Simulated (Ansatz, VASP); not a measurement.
## Cross-check of ZnW (Zn-W-W-Zn stack, (111) layers) between VASP and Ansatz

Wanted: the spread between two codes on one cell, functional and k mesh. The cell is taken from a series of runs on this material, whose earlier steps may have relaxed, scaled, displaced or heated it; both programs get it as it stands.

Program: Ansatz 0.2.0. Level of theory: plane waves, with VASP 6.6.1 beside it; PBEsol. Results are calculated unless marked as measured.

**1. Set-up**

The cell holds 4 atoms: 2 Zn and 2 W. Its edges and angles: a = 2.709 Å, b = 2.709 Å, c = 37.592 Å, α = 90.0°, β = 90.0°, γ = 120.0°. It derives from ZnW. Vacuum lies along c.

**2. Ansatz: zone-centre phonons, PBEsol**

Ansatz runs on its PAW soft_1 files.

Second derivatives magnify differences that forces hide, and they need a tight electronic threshold.

input.yaml

```yaml
crystal:
  lattice:
    - [2.7094249252, 0.0, 0.0]
    - [-1.3547124626, 2.3464308149, 0.0]
    - [0.0, 0.0, 37.5918017562]
  atoms:
    - { symbol: Zn, position: [0.0, 0.0, 0.1429227196] }
    - { symbol: W, position: [0.3333333333, 0.6666666667, 0.2060193493] }
    - { symbol: W, position: [0.6666666667, 0.3333333333, 0.270039237] }
    - { symbol: Zn, position: [0.0, 0.0, 0.3331358667] }
  periodic: [true, true, false]
kpoints:
  mp_grid: { grid: [6, 6, 1] }
hamiltonian:
  xc: pbesol
  pseudopotentials: { kind: paw, azcp: { folder: soft_1 }, xc_functional: pbe }
scf:
  occupations: { method: methfessel_paxton, width: 0.2 }
output:
  eigenvalues: true
phonons:
  method: dfpt
  qmesh: [2, 2, 1]
  temperatures: { t_max: 1000, t_step: 50 }
  qpath:
    path:
      - [0.0, 0.0, 0.0]
      - [0.5, 0.0, 0.0]
      - [0.33333333, 0.33333333, 0.0]
      - [0.0, 0.0, 0.0]
    npoints: 10
```

On the command line:

```bash
ansatz run input.yaml --threads 4 --pin off --max-ram 12288MiB --backend cpu --events-out ev --progress --plain --runs-dir out
```

Numbers of over 12 decimals in the logs are rounded to 6 here.

The program printed:

```text
Warning: crystal.symmetry: narrowed to the stabiliser of the run's FFT grids — unitary ops 12 → 6. A phonons.method: dfpt run fills in the rows of the dynamical matrix that it does not solve by its symmetry operations, which is exact only for operations that map its FFT grids onto themselves: filled in by any other, the frequencies could depend on the order in which like atoms are typed, or, by more than the grids' own error, on where the crystal sits among the grids' points. Excluded: 6 operations. The run can therefore solve more perturbations, solve them on more k-points, or both, and cost more. [rest of the remark cut]
Engine: ansatz 0.2.0, aarch64-unknown-linux-gnu
Pseudopotentials: kind: paw
Pseudopotential: Zn, paw, valence charge 12, recommended cutoff 420 eV (normal), soft_1/Zn.paw.azcp
Pseudopotential: W, paw, valence charge 14, recommended cutoff 420 eV (normal), soft_1/W.paw.azcp
Functional definition: PBEsol
  exchange = pbesol_x
  correlation = pbesol_c
Crystal: 4 atoms, lattice volume = 238.989 Å³
Basis set: ecut = 420 eV, 4727 PW (Γ), exchange–correlation on 40×40×512 points (8 copies of the dense FFT grid, shifted against one another)
Bands: 32, of which v1, the nominal top of the filled ones, is band 26 counted from 1 (25 counted from 0)
Symmetry: 12 space group operations
k-points: 7 of 36 (irreducible under 6 space group operations, time reversal used)
Non-local potential: Zn, projectors of the file, l = 0: 2, l = 1: 2, l = 2: 3, l = 3: 1
Non-local potential: W, projectors of the file, l = 0: 3, l = 1: 2, l = 2: 2, l = 3: 1
PAW form: soft (Blöchl's): semilocal exchange-correlation on the pseudo side does not see the compensation charge
PAW frozen core: Zn, regenerated for the run's functional, and the local potential with it (the file was generated under x = pbe(κ = 0.804, μ = 0.219515), c = pbe(β = 0.066725))
PAW frozen core: W, regenerated for the run's functional, and the local potential with it (the file was generated under x = pbe(κ = 0.804, μ = 0.219515), c = pbe(β = 0.066725))
PAW one-centre angular grid: Zn, 590 points (default); XC on 64 Gauss nodes
PAW one-centre angular grid: W, 590 points (default); XC on 64 Gauss nodes
Initial density: superposition of atomic densities (neutral atoms: chi_scale 0, normalization atom)
Initial wavefunctions: pseudopotential atomic-orbital guess
Functional: x = pbesol(κ = 0.804, μ = 0.123457), c = pbesol(β = 0.046)
SCF iter   1: F=—  HF=-27078.054567 eV  |F-HF|=—  |Δ(HF+E_count)|=         —  Δρ=4.84e-2  dr2=5.09e1  ethr=3.10e-3  ⟨swp⟩=16.7  Hψ=2090  notcnv=0
preconditioner: auto → LDOS  [metal: Δε(μ)=0.088 eV  Ē_g=6.527 eV  σ=0.200 eV  W_gap=0.36  n_scr=24 (ndim 8)  ℏωp=14.4 eV  f_vac=0.705  D(μ)=4.51/eV (n_scr^D=22)  β→1.0]
SCF iter   2: F=—  HF=-27075.676399 eV  |F-HF|=—  |Δ(HF+E_count)|=    2.38e0  S|Δr|=    0.00e0  Δρ=3.88e-2  dr2=2.06e0  ethr=3.10e-3  ⟨swp⟩=4.7  Hψ=708  notcnv=0  defer=6
SCF iter   3: F=—  HF=-27075.348037 eV  |F-HF|=—  |Δ(HF+E_count)|=   3.28e-1  S|Δr|=    0.00e0  Δρ=3.15e-2  dr2=1.72e0  ethr=3.10e-3  ⟨swp⟩=3.9  Hψ=630  notcnv=0  defer=5
SCF iter   4: F=—  HF=-27074.902627 eV  |F-HF|=—  |Δ(HF+E_count)|=   4.45e-1  S|Δr|=    0.00e0  Δρ=7.56e-3  dr2=3.76e-1  ethr=3.10e-3  ⟨swp⟩=2.3  Hψ=453  notcnv=0  defer=5
SCF iter   5: F=—  HF=-27074.850981 eV  |F-HF|=—  |Δ(HF+E_count)|=   5.16e-2  S|Δr|=    0.00e0  Δρ=3.89e-3  dr2=8.84e-2  ethr=7.23e-4  ⟨swp⟩=2.0  Hψ=416  notcnv=0  defer=5
SCF iter   6: F=—  HF=-27074.846011 eV  |F-HF|=—  |Δ(HF+E_count)|=   4.97e-3  S|Δr|=    0.00e0  Δρ=8.23e-4  dr2=2.97e-3  ethr=1.70e-4  ⟨swp⟩=3.0  Hψ=422  notcnv=0  defer=4
SCF iter   7: F=—  HF=-27074.845563 eV  |F-HF|=—  |Δ(HF+E_count)|=   4.48e-4  S|Δr|=    0.00e0  Δρ=5.39e-4  dr2=1.28e-3  ethr=5.71e-6  ⟨swp⟩=3.6  Hψ=581  notcnv=0  defer=4
SCF iter   8: F=—  HF=-27074.845490 eV  |F-HF|=—  |Δ(HF+E_count)|=   7.26e-5  S|Δr|=    0.00e0  Δρ=3.34e-4  dr2=1.71e-4  ethr=2.47e-6  ⟨swp⟩=2.9  Hψ=356  notcnv=0  defer=4
SCF iter   9: F=—  HF=-27074.845443 eV  |F-HF|=—  |Δ(HF+E_count)|=   4.75e-5  S|Δr|=    0.00e0  Δρ=3.81e-5  dr2=1.79e-6  ethr=3.28e-7  ⟨swp⟩=3.3  Hψ=480  notcnv=0  defer=4
SCF iter  10: F=—  HF=-27074.845590 eV  |F-HF|=—  |Δ(HF+E_count)|=   1.47e-4  S|Δr|=    0.00e0  Δρ=2.31e-5  dr2=1.50e-6  ethr=3.45e-9  ⟨swp⟩=3.7  Hψ=593  notcnv=0  defer=4
SCF iter  11: F=—  HF=-27074.845590 eV  |F-HF|=—  |Δ(HF+E_count)|=   2.07e-7  S|Δr|=    0.00e0  Δρ=4.83e-6  dr2=3.84e-8  ethr=2.89e-9  ⟨swp⟩=2.7  Hψ=459  notcnv=0  defer=4
SCF iter  12: F=—  HF=-27074.845590 eV  |F-HF|=—  |Δ(HF+E_count)|=   1.04e-7  S|Δr|=    0.00e0  Δρ=1.41e-6  dr2=4.54e-9  ethr=7.38e-11  ⟨swp⟩=3.6  Hψ=583  notcnv=0  defer=4
SCF iter  13: F=—  HF=-27074.845590 eV  |F-HF|=—  |Δ(HF+E_count)|=   1.51e-8  S|Δr|=    0.00e0  Δρ=4.05e-7  dr2=2.85e-10  ethr=8.73e-12  ⟨swp⟩=3.4  Hψ=488  notcnv=0  defer=4
SCF iter  14: F=-27074.845590 eV  HF=-27074.845590 eV  |F-HF|=1.58e-9  |Δ(HF+E_count)|=   5.60e-9  S|Δr|=    0.00e0  Δρ=7.25e-8  dr2=9.59e-12  ethr=1.00e-12  ⟨swp⟩=18.9  Hψ=2507  notcnv=0
SCF 1 converged in 14 iterations: F = -27074.845590 eV  dr2 = 9.59e-12
  greatest PAW one-centre occupation: 0.999 electrons in one spin orbital (limit 2), on the W atom at site 2 (counted from 0), in its partial waves of l = 0
phonons: the bands overlap, so this run is a metal and interpolates without the dipole-dipole term. If the crystal is really an insulator or semiconductor, its LO-TO splitting is missing
NSCF: frozen V_eff on 7 k-points
WARN: eigensolver did not converge (k=0): 1 band(s) unlocked after 2 eigensolves, warm-restarted (20 sweeps on the last) at ethr=1.59e-12 eV (storage-precision floor; scheduled 1.00e-12 eV) (lowest unlocked band 31, counted from 0; max residual 2.68e-5 eV among the unlocked bands, 2.68e-5 eV over every band; other slots of this pass that fall short are told together in one closing line; warning suppressed until the next SCF loop or pass starts)
NSCF: frozen V_eff on 13 k-points
DFPT response loops at q = (0, 0, 0) (fractional): preconditioner auto → none (partly filled bands, converged f_vac=0.704); β = 0.50; Broyden in place of MSR1
NSCF: frozen V_eff on 26 k-points
DFPT response loops at q = (0, -0.5, 0) (fractional): mixed as the last ones told, above
SCF converged after 14 iterations
Stability not checked: this state was not tested for a lower state beside it, because cold or Methfessel-Paxton smearing, or corrected tetrahedra, fill the levels in a way that the test cannot read (fill_not_monotonic; see scf.lower_state_search)
Free energy (F): -27074.845590 eV
Harris-Foulkes:  -27074.845590 eV  (|F-HF|=1.58e-9)
Internal energy: -27074.832409 eV  (E = F + TS)
E sigma→0 (E₀):  -27074.842295 eV
Entropy (-TS):   -0.013181 eV (-3.295 meV/atom)
Fermi energy:    -5.003643 eV
--- Per-component energies (eV) ---
  E_band       = -1195.567709
  E_kinetic    = 1140.959380
  E_local      = -250081.809675  (includes V_loc(G=0)·N_el)
  E_nonlocal   = 1591.113386
  E_hartree    = 123940.555189
  E_xc         = -687.218763
  E_vxc        = -564.733458  (∫ρ·V_xc dr)
  E_paw        = -20618.855553  (= ΣΔE_a)
  E_vpaw       = -1162.207375  (= ΣTr[D̂ρ^β])
  E_aug_tail   = -0.000219  (compensation charges beyond the density's cutoff)
  E_ewald      = 117638.385419
  E_core_change = 2.038427  (= ΣΔE_core)
  E_smearing   = -0.013181  (= −TS)
  E_closure    = 0.000000  (closes the sum)
  Σ components = -27074.845590   (vs F -27074.845590, Δ=0.00e0)
--- Band table (eV; the first three rows and the last of 7) ---
  k-point 0: bands = [... 22 lower, -7.0359, -6.4956, -5.7273, -5.3731, -5.3731, -5.1011, -5.1011, -2.0607, ... 2 higher]
  k-point 1: bands = [... 22 lower, -6.9944, -6.5024, -6.3536, -5.7415, -5.3829, -4.2630, -4.0512, -2.9605, ... 2 higher]
  k-point 2: bands = [... 22 lower, -7.9356, -6.4256, -5.3560, -5.2282, -3.9022, -3.3277, -2.5333, -1.7387, ... 2 higher]
  k-point 6: bands = [... 22 lower, -6.8410, -6.5047, -6.5047, -4.0140, -4.0107, -4.0107, -1.8063, -1.8063, ... 2 higher]
--- Phonons (Γ-DFPT): 8 representative perturbations + reference (Σ response iterations 48) ---
  ASR residual: 3.151e-5 → 0.000e0 eV/Å²; symmetrization residual: 1.480e-5 eV/Å²
  The last average, over the group as it would stand without the narrowing to the FFT grids, took up to 2.508e-6 eV/Å² of the zone centre's force constants
  ASR residual per site (eV/Å²): 1.64e-5 2.93e-5 3.15e-5 2.25e-5
  Γ frequencies (cm⁻¹): -39.42 -39.42 0.00 0.00 0.00 61.58 61.58 65.96 65.96 115.80 130.73 178.16
--- Phonons (arbitrary-q DFPT): 2 irreducible q on the 2×2×1 mesh ---
  q = [0.0000, 0.0000, 0.0000] (star 1, of the zone-centre solve; hermiticity 2.57e-6, symmetrization 1.64e-13, taken by the last average 2.18e-7): -39.42 -39.42 -0.00 -0.00 0.00 61.58 61.58 65.96 65.96 115.80 130.73 178.16
  q = [0.0000, -0.5000, 0.0000] (star 3, 12 solved perturbations on 13 of 36 k-point pairs; hermiticity 1.71e-6, symmetrization 7.46e-7, taken by the last average 3.30e-7): -108.92 46.35 48.40 107.00 107.08 115.40 121.64 123.92 151.14 153.22 220.49 231.58
  sum rule: each row above includes the acoustic sum rule's correction from the zone centre's row sums; it moved no ω² by more than (0.31 cm⁻¹)²
  mesh force constants: q→R imaginary residual 1.00e-17; ASR residual 3.151e-5 → 0.000e0 eV/Å²; symmetrization residual 5.329e-15 eV/Å²
  interpolated dispersion: 31 rows × 12 modes
  density of states and harmonic sums: on the 26×26×1 q-mesh, interpolated from the force constants of a 2×2×1 supercell (no non-analytic term)
  largest difference from the sums on the solved wave vectors: F 1.83e-1 eV, S 2.65e-4 and C_V 8.26e-5 eV/K
  zero-point energy: 0.080753 eV/cell   skipped modes (ω ≤ 0): 80, of them read as no rigid motion or as one in doubt: 77 (1.046e0 modes/cell left out, lowest -108.92 cm⁻¹)   left out of the sums: 8.75e-2 of the cell's modes: C_V's classical limit lies that fraction below 3 k_B per atom; for a crystal, a wire or a layer, F and S can be off by more, and a phonons.interpolated_qmesh denser along its periods is the remedy for the sampling
```

In the SCF lines HF is the Harris–Foulkes energy and dr2 the Hartree energy of the density residual, in eV; the loop may stop once dr2 is under the threshold and the program's other checks hold. Hψ counts applications of the Hamiltonian.

[end of part 1 of 2]

[Lines on the potential files, build, host, timing and source positions are cut from VASP's logs without a mark.]

[Logs are printed without paths, hosts, clocks, repeated set-up lines and the standing remarks that a program may print on its own settings, such as how far it seeks lower states.]

[Hosts, paths, dates, database ids (printed as entryN), source tags and the programs' standing remarks are cut or masked in the printed files.]
